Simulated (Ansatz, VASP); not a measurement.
# Cross-check of Sb (Antimony) between VASP and Ansatz, part 2 of 2

One calculation is typed for both programs; each brings its own data sets. How far apart do they land? The structure shown is the start of the Ansatz relaxation below; VASP solves that cell, so the two are compared at the walk's first step.

VASP 6.6.1 and Ansatz 0.2.0.

So far. Step 3 (VASP: single point, PBEsol, start cell, pair 1): The run ends at a pressure of 6.62 GPa, with forces up to 0.14 eV/Å.

**7. VASP: single point, PBEsol, start cell, pair 2**

Level of this step: PBEsol; plane waves and PAW (Sb) (VASP).

The same cell, functional, mesh and smearing now go to VASP, with its own data sets.

The input, INCAR:

```
SYSTEM = Sb
PREC = Accurate
ENCUT = 400
EDIFF = 1E-06
NELM = 120
ISMEAR = 1
SIGMA = 0.2
LREAL = .FALSE.
ALGO = Normal
GGA = PS
NBANDS = 11
LORBIT = 11
LWAVE = .FALSE.
LCHARG = .FALSE.
ISIF = 2
LASPH = .TRUE.
GGA_COMPAT = .FALSE.
KPAR = 2
```

The input, POSCAR:

```
Sb
1.0
    2.1166220000      1.2220320000      3.5378650000
   -2.1166220000      1.2220320000      3.5378650000
    0.0000000000     -2.4440650000      3.5378650000
Sb
2
Direct
    0.2388361668      0.2388361668      0.2388360691
    0.7611639696      0.7611639696      0.7611636582
```

The input, KPOINTS:

```
Automatic mesh
0
Gamma
12 12 12
0 0 0
```

PAW data sets: Sb (PBE family, release 64).

Run with:

```
$ mpirun -np 2 vasp_std
```

Numbers of over 12 decimals in the logs are rounded to 6 here.

Output:

```text
[banner, memory and clock lines left out]
running    2 mpi-ranks, on    1 nodes
[...]
[... a notice as in an earlier step ...]

 LDA part: xc-table for (Slater+PW92), standard interpolation
 POSCAR, INCAR and KPOINTS ok, starting setup
[...]
entering main loop
       N       E                     dE             d eps       ncg     rms          rms(c)
DAV:   1     0.297927058761E+02    0.29793E+02   -0.31814E+03  4158   0.588E+02
DAV:   2    -0.750136668634E+01   -0.37294E+02   -0.35840E+02  5349   0.106E+02
DAV:   3    -0.905476013821E+01   -0.15534E+01   -0.15321E+01  5089   0.241E+01
DAV:   4    -0.906792759418E+01   -0.13167E-01   -0.13162E-01  4663   0.259E+00
[...]
DAV:   8    -0.905170825769E+01   -0.20711E-04   -0.11626E-04  4671   0.760E-02    0.153E-02
DAV:   9    -0.905171333045E+01   -0.50728E-05   -0.11173E-05  4741   0.211E-02    0.613E-03
DAV:  10    -0.905171287168E+01    0.45878E-06   -0.10478E-06  2968   0.597E-03
   1 F= -.90517129E+01 E0= -.90521942E+01  d E =0.144391E-02
```

OUTCAR, selected parts (step 7):

```text
  Total        1.7564841      1.7564842      1.6840970     -0.0000000     -0.0000002      0.0000000
  in kB       51.2550054     51.2550097     49.1427176     -0.0000000     -0.0000046      0.0000000
  external PRESSURE =      50.5509109 kB  Pullay stress =       0.0000000 kB

 POSITION                                       TOTAL-FORCE (eV/Angst)
 -----------------------------------------------------------------------------------
      0.00000     -0.00000      2.53491         0.000000     -0.000000      0.142395
      0.00000     -0.00000      8.07869         0.000000      0.000000     -0.142395
 -----------------------------------------------------------------------------------
    total drift:                                0.000000     -0.000159     -0.000000

  FREE ENERGIE OF THE ION-ELECTRON SYSTEM (eV)
  ---------------------------------------------------
  free  energy   TOTEN  =        -9.0517128717 eV

  energy  without entropy=       -9.0531567790  energy(sigma->0) =       -9.05219417

[... 1 part as in an earlier step ...]

[... 2 further parts left out ...]
[key lines of the parts left out:]
E-fermi :   8.2371
```

The run ends at a pressure of 5.06 GPa, with forces up to 0.14 eV/Å.

**8. Side by side**

What differs besides the data sets and the points named for the pairs above, as far as they apply: the data sets hold 30 valence electrons in Ansatz (on its PAW soft_1 files) and 10 in VASP. Total energies have different zeros and are not compared.

Forces (eV/Å; atoms numbered as in POSCAR):

```
atom        Ansatz x, y, z          VASP x, y, z
 Sb1   0.000, 0.000, 0.091   0.000, 0.000, 0.142
 Sb2  0.000, 0.000, -0.091  0.000, 0.000, -0.142
```

The forces differ by 29 meV/Å r.m.s., which is 35.8 % of the r.m.s. force of 0.082 eV/Å (both taken over all components).

**9. Further runs**

Further runs change the set-up of one program: Ansatz's method, potentials or start, or VASP's data sets, cutoff or form of LDA. The table gives that difference for each run.

```
                         run  r.m.s. force difference (meV/Å)
                    as above                               29
VASP with a cutoff of 500 eV (perhaps on Ansatz's relaxed cell)                               26
```

**10. Ansatz: relaxation, PBEsol**

The two programs are compared at the cell with which this relaxation starts, whose forces are those of its first step. The cell compared in this pair holds 56.10 Å³, against 54.91 Å³ for the pair before.

The structure compared here is the start of the Ansatz relaxation; VASP solves that cell, so the two are compared at the walk's first step.

The input, input.yaml:

```yaml
crystal:
  lattice:
    - [2.1274279137, 1.2282710786, 3.578148259]
    - [-2.1274279137, 1.2282710786, 3.578148259]
    - [0.0, -2.4565421573, 3.578148259]
  atoms:
    - { symbol: Sb, position: [0.2377219452, 0.2377219452, 0.2377219452] }
    - { symbol: Sb, position: [0.7622780548, 0.7622780548, 0.7622780548] }
kpoints:
  mp_grid: { grid: [12, 12, 12] }
hamiltonian:
  xc: pbesol
  pseudopotentials: { kind: paw, azcp: { folder: soft_1 }, xc_functional: pbe }
scf:
  occupations: { method: methfessel_paxton, width: 0.2 }
output:
  forces: true
  stress: true
  eigenvalues: true
relax:
  adjacent_minimum: "off"
  f_tol: 0.001
  max_steps: 60
  cell: { stress_tol: 0.01, fix: [volume] }
```

Run with:

```
$ ansatz run input.yaml --threads 4 --pin off --max-ram 10240MiB --backend cpu --events-out ev --progress --plain --runs-dir out
```

Output:

```text
[...]
Crystal: 2 atoms, lattice volume = 56.099 Å³
Basis set: ecut = 420 eV, 1079 PW (Γ), exchange–correlation on 60×60×60 points (8 copies of the dense FFT grid, shifted against one another)
Bands: 19, of which v1, the nominal top of the filled ones, is band 15 counted from 1 (14 counted from 0)
Symmetry: 12 space group operations
[...]
k-points: 189 of 1728
[...]
k-point 188: bands = [... 11 lower, 1.6723, 10.0075, 10.0075, 10.9268, 10.9660, 10.9660, 12.0517, 19.0365]
--- Relaxed structure (4 steps of the walk, 4 accepted, 1 SCFs on fresh bases) ---
[...]
cell:  # Å, volume = 56.0995 Å³
    - [2.131850, 1.230824, 3.563318]
    - [-2.131850, 1.230824, 3.563318]
    - [0, -2.461649, 3.563318]
  atoms:
    - { symbol: Sb, position: [0.238836, 0.238836, 0.238836] }
    - { symbol: Sb, position: [0.761164, 0.761164, 0.761164] }
[key lines of the parts left out:]
SCF converged after 7 iterations
Free energy (F): -12816.293526 eV
Fermi energy:    11.189997 eV
P = ⅓ Tr σ = 3.1360 GPa (31.360 kbar)
```

**11. VASP: single point, PBEsol, start cell, pair 3**

The same cell, functional, mesh and smearing now go to VASP, with its own data sets.

INCAR is that of step 7.

The input, POSCAR:

```
Sb
1.0
    2.1274280000      1.2282710000      3.5781480000
   -2.1274280000      1.2282710000      3.5781480000
    0.0000000000     -2.4565420000      3.5781480000
Sb
2
Direct
    0.2377219537      0.2377219537      0.2377219537
    0.7622781394      0.7622781394      0.7622781394
```

KPOINTS is that of step 7.

Run with:

```
$ mpirun -np 2 vasp_std
```

Output:

```text
[... set-up lines as in an earlier step ...]
 entering main loop
       N       E                     dE             d eps       ncg     rms          rms(c)
DAV:   1     0.291013719363E+02    0.29101E+02   -0.31476E+03  4158   0.584E+02
DAV:   2    -0.755765550043E+01   -0.36659E+02   -0.35477E+02  5466   0.105E+02
DAV:   3    -0.908299493483E+01   -0.15253E+01   -0.14995E+01  4966   0.238E+01
DAV:   4    -0.909638847875E+01   -0.13394E-01   -0.13394E-01  4708   0.265E+00
[...]
DAV:   8    -0.908046418316E+01   -0.24057E-04   -0.11889E-04  4674   0.772E-02    0.158E-02
DAV:   9    -0.908047004030E+01   -0.58571E-05   -0.12199E-05  4725   0.219E-02    0.613E-03
DAV:  10    -0.908046955665E+01    0.48366E-06   -0.11748E-06  2953   0.630E-03
   1 F= -.90804696E+01 E0= -.90809954E+01  d E =0.157741E-02
```

From OUTCAR (step 11):

```text
  Total        1.3192941      1.3192938      1.2365070      0.0000000     -0.0000000      0.0000000
  in kB       37.6784977     37.6784898     35.3141325      0.0000000     -0.0000000      0.0000000
  external PRESSURE =      36.8903733 kB  Pullay stress =       0.0000000 kB

 POSITION                                       TOTAL-FORCE (eV/Angst)
 -----------------------------------------------------------------------------------
      0.00000      0.00000      2.55181         0.000000      0.000000      0.144712
      0.00000      0.00000      8.18263         0.000000      0.000000     -0.144712
 -----------------------------------------------------------------------------------
    total drift:                                0.000000      0.000000     -0.000161

  FREE ENERGIE OF THE ION-ELECTRON SYSTEM (eV)
  ---------------------------------------------------
  free  energy   TOTEN  =        -9.0804695566 eV

  energy  without entropy=       -9.0820469688  energy(sigma->0) =       -9.08099536

[... 1 part as in an earlier step ...]

[... 2 further parts left out ...]
[key lines of the parts left out:]
E-fermi :   7.9817
```

The run ends at a pressure of 3.69 GPa, with forces up to 0.14 eV/Å.

**12. Side by side**

What differs besides the data sets and the points named for the pairs above, as far as they apply: the data sets hold 30 valence electrons in Ansatz (on its PAW soft_1 files) and 10 in VASP. Total energies have different zeros and are not compared.

Forces (eV/Å; atoms numbered as in POSCAR):

```
atom        Ansatz x, y, z          VASP x, y, z
 Sb1   0.000, 0.000, 0.093   0.000, 0.000, 0.145
 Sb2  0.000, 0.000, -0.093  0.000, 0.000, -0.145
```

The forces differ by 30 meV/Å r.m.s., which is 35.9 % of the r.m.s. force of 0.084 eV/Å (both taken over all components).

**13. What the set-up changes**

Further runs change the set-up of one program: Ansatz's method, potentials or start, or VASP's data sets, cutoff or form of LDA. The table gives that difference for each run.

```
                         run  r.m.s. force difference (meV/Å)
                    as above                               30
VASP with a cutoff of 500 eV (perhaps on Ansatz's relaxed cell)                               27
```

**14. Summary of results**

```json
{"r.m.s. force difference (single point, PBEsol, start cell, pair 1)": "28 meV/Å", "r.m.s. force difference (single point, PBEsol, start cell, pair 2)": "29 meV/Å", "r.m.s. force difference (single point, PBEsol, start cell, pair 3)": "30 meV/Å"}
```

What this shows: The r.m.s. force difference is 30 meV/Å (single point, PBEsol, start cell, pair 3), beyond the 12 meV/Å picked in this series as the mark of a large difference. The data sets hold unlike numbers of valence electrons (30 in Ansatz and 10 in VASP), so part of the differences comes from the potentials. 10 further runs of this series are not shown here. Such differences can come from data sets, numerical settings and the points named under the comparisons, not from the functional's error against experiment.

[Lines on the potential files, build, host, timing and source positions are cut from VASP's logs without a mark.]

[Logs are printed without paths, hosts, clocks, repeated set-up lines and the standing remarks that a program may print on its own settings, such as how far it seeks lower states.]

[Hosts, paths, dates, database ids (printed as entryN), source tags and the programs' standing remarks are cut or masked in the printed files.]

[Rows of further runs with another cutoff or data set may stand on the cell that Ansatz relaxed, not on the start cell of the pair above them.]
